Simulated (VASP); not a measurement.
Computed with revPBE GGA, VASP's PBE PAW potentials (set 64) (plane waves; VASP).

Input for VASP

**KPOINTS**
```
Automatic mesh
0
Gamma
7 7 4
0 0 0
```

INCAR:
```
LASPH=T   ! aspherical one-centre terms
SIGMA=0.05   ! width (eV)
IBRION=2   ! conjugate gradients
LCHARG=F
NSW=30   ! most ionic steps
ISMEAR=0   ! Gaussian
LMAXMIX=6   ! l cut-off of mixed one-centre charges
EDIFFG=-0.01
ENCUT=520
GGA=RE
NELM=100   ! most electronic steps
EDIFF=1E-7
LWAVE=F
SYSTEM=La2O3
LREAL=F   ! projection in real space or not
ALGO=Normal   ! blocked Davidson
PREC=Accurate
ISIF=4
```

POSCAR:
```
La2O3
1
    1.9366229064    -3.3543291791     0.0000000000
    1.9366229064     3.3543291791     0.0000000000
    0.0000000000     0.0000000000     6.1243171951
La O
2 3
Direct
  0.3333330000   0.6666670000   0.2481565164
  0.6666670000   0.3333330000   0.7518434836
  0.0000000000   0.0000000000   0.0000000000
  0.3333330000   0.6666670000   0.6455070144
  0.6666670000   0.3333330000   0.3544929856
```

POTCAR, in this order: La O (PBE.64 set). Program: vasp_std.

What VASP printed:

### OUTCAR
```
 ion  position               nearest neighbor table
   1  0.333  0.667  0.248-   5 2.33   5 2.33   5 2.33   4 2.43   3 2.70   3 2.70   3 2.70
   2  0.667  0.333  0.752-   4 2.33   4 2.33   4 2.33   5 2.43   3 2.70   3 2.70   3 2.70
   3  0.000  0.000  0.000-   1 2.70   2 2.70   2 2.70   1 2.70   2 2.70   1 2.70
   4  0.333  0.667  0.646-   2 2.33   2 2.33   2 2.33   1 2.43
   5  0.667  0.333  0.354-   1 2.33   1 2.33   1 2.33   2 2.43
  LATTYP: Found a hexagonal cell.
 ALAT       =     3.8732457350
 C/A-ratio  =     1.5811847774
 Subroutine PRICEL returns:
 Original cell was already a primitive cell.
 Subroutine GETGRP returns: Found 12 space group operations
The static configuration has the point symmetry D_3d.
The dynamic configuration has the point symmetry D_3d.
 Subroutine INISYM returns: Found 12 space group operations
 Subroutine IBZKPT returns following result:
 Found     28 irreducible k-points:

 Following reciprocal coordinates:
            Coordinates               Weight
  0.000000  0.000000  0.000000      1.000000
  0.142857  0.000000  0.000000      6.000000
  0.285714 -0.000000  0.000000      6.000000
  0.428571  0.000000  0.000000      6.000000
  0.142857  0.142857  0.000000      6.000000
  0.285714  0.142857  0.000000     12.000000
  0.428571  0.142857  0.000000      6.000000
  0.285714  0.285714  0.000000      6.000000
  0.000000  0.000000  0.250000      2.000000
  0.142857  0.000000  0.250000      6.000000
  0.000000  0.142857  0.250000      6.000000
  0.285714 -0.000000  0.250000      6.000000
 -0.000000  0.285714  0.250000      6.000000
  0.428571  0.000000  0.250000      6.000000
  0.000000  0.428571  0.250000      6.000000
  0.142857  0.142857  0.250000     12.000000
  0.285714  0.142857  0.250000     12.000000
 -0.142857  0.428571  0.250000     12.000000
  0.428571  0.142857  0.250000     12.000000
  0.285714  0.285714  0.250000     12.000000
...
```

File OSZICAR:
```
...
DAV:  13    -0.400202260041E+02   -0.88389E-04   -0.10195E-03  2248   0.222E-01    0.160E-02
DAV:  14    -0.400202583307E+02   -0.32327E-04   -0.15127E-04  2152   0.944E-02    0.158E-02
DAV:  15    -0.400202543926E+02    0.39381E-05   -0.35279E-05  2384   0.514E-02    0.565E-03
DAV:  16    -0.400202543754E+02    0.17219E-07   -0.52172E-06  2168   0.172E-02    0.199E-03
DAV:  17    -0.400202544757E+02   -0.10037E-06   -0.10796E-06  2032   0.863E-03    0.107E-03
DAV:  18    -0.400202544865E+02   -0.10753E-07   -0.61208E-08  1344   0.393E-03
   1 F= -.40020254E+02 E0= -.40020254E+02  d E =-.400203E+02
       N       E                     dE             d eps       ncg     rms          rms(c)
DAV:   1    -0.400334252150E+02   -0.13171E-01   -0.37824E+00  2232   0.226E+01    0.796E-01
DAV:   2    -0.400400550834E+02   -0.66299E-02   -0.21010E-01  2256   0.362E+00    0.496E-01
DAV:   3    -0.400364880352E+02    0.35670E-02   -0.19030E-02  2608   0.154E+00    0.244E-01
DAV:   4    -0.400358582675E+02    0.62977E-03   -0.46157E-03  2656   0.748E-01    0.103E-01
DAV:   5    -0.400358730096E+02   -0.14742E-04   -0.22498E-03  2528   0.334E-01    0.515E-02
DAV:   6    -0.400358574652E+02    0.15544E-04   -0.38690E-04  2280   0.163E-01    0.241E-02
DAV:   7    -0.400358732205E+02   -0.15755E-04   -0.73584E-05  2392   0.741E-02    0.924E-03
DAV:   8    -0.400358730770E+02    0.14345E-06   -0.76304E-06  2416   0.256E-02    0.405E-03
DAV:   9    -0.400358732090E+02   -0.13195E-06   -0.38266E-06  2248   0.146E-02    0.279E-03
DAV:  10    -0.400358731746E+02    0.34376E-07   -0.89168E-07  2304   0.753E-03
   2 F= -.40035873E+02 E0= -.40035873E+02  d E =-.156187E-01
       N       E                     dE             d eps       ncg     rms          rms(c)
DAV:   1    -0.400359543691E+02   -0.81160E-04   -0.26837E-02  2256   0.196E+00    0.672E-02
DAV:   2    -0.400359979732E+02   -0.43604E-04   -0.14901E-03  2248   0.302E-01    0.413E-02
DAV:   3    -0.400359732445E+02    0.24729E-04   -0.13420E-04  2640   0.126E-01    0.204E-02
DAV:   4    -0.400359684617E+02    0.47827E-05   -0.30812E-05  2664   0.615E-02    0.843E-03
DAV:   5    -0.400359686359E+02   -0.17423E-06   -0.13870E-05  2504   0.266E-02    0.413E-03
DAV:   6    -0.400359686309E+02    0.50791E-08   -0.19791E-06  2232   0.124E-02    0.209E-03
DAV:   7    -0.400359688476E+02   -0.21678E-06   -0.72121E-07  1832   0.686E-03    0.133E-03
DAV:   8    -0.400359688199E+02    0.27706E-07   -0.16447E-07  1112   0.597E-03
   3 F= -.40035969E+02 E0= -.40035969E+02  d E =-.157143E-01
       N       E                     dE             d eps       ncg     rms          rms(c)
DAV:   1    -0.400408418814E+02   -0.48730E-02   -0.60406E-01  2016   0.125E+01    0.420E-01
DAV:   2    -0.400401257046E+02    0.71618E-03   -0.34376E-02  2344   0.199E+00    0.250E-01
DAV:   3    -0.400385292638E+02    0.15964E-02   -0.57964E-03  2632   0.952E-01    0.484E-02
DAV:   4    -0.400385407263E+02   -0.11462E-04   -0.28727E-04  2128   0.148E-01    0.305E-02
DAV:   5    -0.400385476661E+02   -0.69398E-05   -0.28169E-05  2600   0.511E-02    0.805E-03
DAV:   6    -0.400385492316E+02   -0.15656E-05   -0.34735E-06  2312   0.146E-02    0.277E-03
DAV:   7    -0.400385494453E+02   -0.21361E-06   -0.35906E-07  1768   0.576E-03    0.120E-03
DAV:   8    -0.400385495329E+02   -0.87593E-07   -0.18998E-07  1504   0.501E-03
   4 F= -.40038550E+02 E0= -.40038550E+02  d E =-.258071E-02
       N       E                     dE             d eps       ncg     rms          rms(c)
DAV:   1    -0.400417300699E+02   -0.31806E-02   -0.62887E-01  2008   0.127E+01    0.429E-01
DAV:   2    -0.400410997744E+02    0.63030E-03   -0.36853E-02  2352   0.206E+00    0.256E-01
DAV:   3    -0.400394176314E+02    0.16821E-02   -0.60623E-03  2600   0.976E-01    0.494E-02
DAV:   4    -0.400394300339E+02   -0.12402E-04   -0.30995E-04  2168   0.154E-01    0.312E-02
DAV:   5    -0.400394371899E+02   -0.71561E-05   -0.28439E-05  2600   0.501E-02    0.834E-03
DAV:   6    -0.400394388726E+02   -0.16827E-05   -0.35140E-06  2264   0.148E-02    0.270E-03
DAV:   7    -0.400394390951E+02   -0.22246E-06   -0.45888E-07  2016   0.622E-03    0.114E-03
DAV:   8    -0.400394391772E+02   -0.82045E-07   -0.13498E-07  1376   0.438E-03
   5 F= -.40039439E+02 E0= -.40039439E+02  d E =-.347036E-02
       N       E                     dE             d eps       ncg     rms          rms(c)
DAV:   1    -0.400385578933E+02    0.88120E-03   -0.26231E-01  1784   0.389E+00    0.867E-02
DAV:   2    -0.400400572789E+02   -0.14994E-02   -0.15441E-02  2160   0.148E+00    0.596E-02
DAV:   3    -0.400400172364E+02    0.40043E-04   -0.42218E-04  2320   0.210E-01    0.436E-02
DAV:   4    -0.400399725929E+02    0.44643E-04   -0.52006E-04  2312   0.188E-01    0.199E-02
DAV:   5    -0.400399775404E+02   -0.49474E-05   -0.83885E-05  2112   0.778E-02    0.234E-02
DAV:   6    -0.400399794737E+02   -0.19333E-05   -0.56020E-06  2688   0.220E-02    0.247E-02
DAV:   7    -0.400399702409E+02    0.92328E-05   -0.13522E-04  1800   0.724E-02    0.150E-02
DAV:   8    -0.400399780734E+02   -0.78325E-05   -0.35049E-05  2344   0.438E-02    0.255E-02
DAV:   9    -0.400399709182E+02    0.71552E-05   -0.20672E-05  2088   0.304E-02    0.111E-02
DAV:  10    -0.400399699374E+02    0.98078E-06   -0.17534E-05  2000   0.269E-02    0.264E-03
DAV:  11    -0.400399700218E+02   -0.84437E-07   -0.79613E-07  2144   0.917E-03
   6 F= -.40039970E+02 E0= -.40039970E+02  d E =-.530845E-03
       N       E                     dE             d eps       ncg     rms          rms(c)
DAV:   1    -0.400389670087E+02    0.10029E-02   -0.21315E-01  1784   0.351E+00    0.782E-02
DAV:   2    -0.400401908840E+02   -0.12239E-02   -0.12606E-02  2176   0.134E+00    0.544E-02
DAV:   3    -0.400401521982E+02    0.38686E-04   -0.30394E-04  2288   0.182E-01    0.395E-02
DAV:   4    -0.400401153786E+02    0.36820E-04   -0.42051E-04  2320   0.169E-01    0.181E-02
DAV:   5    -0.400401200998E+02   -0.47211E-05   -0.68240E-05  2096   0.694E-02    0.219E-02
DAV:   6    -0.400401217043E+02   -0.16045E-05   -0.47153E-06  2680   0.202E-02    0.233E-02
DAV:   7    -0.400401123407E+02    0.93636E-05   -0.84038E-05  1720   0.569E-02    0.133E-02
DAV:   8    -0.400401363679E+02   -0.24027E-04   -0.14257E-04  2184   0.743E-02    0.425E-02
DAV:   9    -0.400401122233E+02    0.24145E-04   -0.14178E-04  1928   0.785E-02    0.422E-03
DAV:  10    -0.400401135867E+02   -0.13634E-05   -0.15516E-05  2176   0.342E-02    0.438E-03
DAV:  11    -0.400401134404E+02    0.14633E-06   -0.78496E-07  1992   0.853E-03    0.263E-03
DAV:  12    -0.400401133777E+02    0.62705E-07   -0.14421E-06  1920   0.811E-03    0.129E-03
DAV:  13    -0.400401133614E+02    0.16270E-07   -0.32568E-07  1168   0.517E-03
   7 F= -.40040113E+02 E0= -.40040113E+02  d E =-.674184E-03
       N       E                     dE             d eps       ncg     rms          rms(c)
DAV:   1    -0.400401115056E+02    0.18720E-05   -0.39325E-04  1816   0.151E-01    0.310E-03
DAV:   2    -0.400401138054E+02   -0.22998E-05   -0.23043E-05  2192   0.577E-02    0.242E-03
DAV:   3    -0.400401137375E+02    0.67969E-07   -0.46294E-07  1832   0.764E-03
   8 F= -.40040114E+02 E0= -.40040114E+02  d E =-.674560E-03
       N       E                     dE             d eps       ncg     rms          rms(c)
DAV:   1    -0.400400614101E+02    0.52395E-04   -0.12450E-02  1856   0.872E-01    0.201E-02
DAV:   2    -0.400401260097E+02   -0.64600E-04   -0.74655E-04  2152   0.266E-01    0.154E-02
DAV:   3    -0.400401256023E+02    0.40744E-06   -0.29004E-05  2392   0.588E-02    0.103E-02
DAV:   4    -0.400401254356E+02    0.16669E-06   -0.12994E-05  2472   0.307E-02    0.465E-03
DAV:   5    -0.400401254511E+02   -0.15506E-07   -0.49676E-06  2440   0.172E-02    0.222E-03
DAV:   6    -0.400401255034E+02   -0.52359E-07   -0.48441E-07  1568   0.745E-03
   9 F= -.40040126E+02 E0= -.40040126E+02  d E =-.117660E-04
```

**OUTCAR**
```
------------------------ aborting loop because EDIFF is reached ----------------------------------------
  FORCE on cell =-STRESS in cart. coord.  units (eV):
  Direction    XX          YY          ZZ          XY          YZ          ZX
  --------------------------------------------------------------------------------------
  Total        3.6099289      3.6099285      3.6125843      0.0000000      0.0000000      0.0000000
  in kB       72.6893543     72.6893476     72.7428234      0.0000000      0.0000000      0.0000000
  external PRESSURE =      72.7071751 kB  Pullay stress =       0.0000000 kB
  volume of cell :       79.57
      direct lattice vectors                 reciprocal lattice vectors
     1.953916824 -3.384283059  0.000000000     0.255896256 -0.147741779 -0.000000000
     1.953916824  3.384283059 -0.000000000     0.255896256  0.147741779 -0.000000000
     0.000000000  0.000000000  6.016385667    -0.000000000  0.000000000  0.166212749
 POSITION                                       TOTAL-FORCE (eV/Angst)
 -----------------------------------------------------------------------------------
      1.95392      1.12810      1.46808        -0.000000     -0.000000     -0.007985
      1.95392     -1.12810      4.54830        -0.000000      0.000000      0.007985
      1.95392     -3.38428      6.01639        -0.000000      0.000000      0.000000
      1.95392      1.12810      3.89533         0.000000      0.000000     -0.003811
      1.95392     -1.12810      2.12105         0.000000     -0.000000      0.003811
 -----------------------------------------------------------------------------------
    total drift:                                0.000000      0.000000      0.000000
  FREE ENERGIE OF THE ION-ELECTRON SYSTEM (eV)
  ---------------------------------------------------
  free  energy   TOTEN  =       -40.0401255034 eV

  energy  without entropy=      -40.0401255034  energy(sigma->0) =      -40.04012550

 reached required accuracy - stopping structural energy minimisation
```
(Selected blocks of OUTCAR.)

File CONTCAR:
```
La2O3
   1.00000000000000
     1.9539168244079690   -3.3842830594041278    0.0000000000000000
     1.9539168244079690    3.3842830594041278   -0.0000000000000000
     0.0000000000000000    0.0000000000000000    6.0163856667615008
  La              O
     2     3
Direct
     0.3333330000000032    0.6666669999999968    0.2440143128191787
     0.6666669999999968    0.3333330000000032    0.7559856871808213
     1.0000000000000000    0.0000000000000000    1.0000000000000000
     0.3333330000000032    0.6666669999999968    0.6474537924967335
     0.6666669999999968    0.3333330000000032    0.3525462075032665
```

The compound is La2O3 in the a-type structure. This cell is one point of a volume scan, at 0.94 of the reference volume. Symmetry was kept, so distortions that lower it aren't found.
